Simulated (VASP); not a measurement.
Energy against volume of Li₂O (antifluorite). All values below come from PBE GGA with D4 dispersion, VASP's PBE PAW potentials (set 64) (plane waves; VASP). Run with 520 eV cut-off, 8×8×8 Γ-centred mesh, Gaussian smearing of 0.050 eV, potentials Li_sv O.

| V (Å³/atom) | E (eV/atom) |
|---|---|
| 7.615 | -4.85109 |
| 7.858 | -4.85769 |
| 8.101 | -4.85987 |
| 8.344 | -4.85816 |

Q: Fit these four points and predict the energy of the run at 8.587 Å³/atom.

A: A cubic in V^(−2/3), the third-order Birch-Murnaghan form, passes through the four points with V0 = 8.11 Å³/atom and B0 = 85 GPa, and gives -4.8530 eV/atom there. The run gave -4.8532 eV/atom, -0.2 meV/atom from the fit; all five points give B0 = 84 GPa.

The compound is Li2O in the antifluorite structure. It was relaxed first.
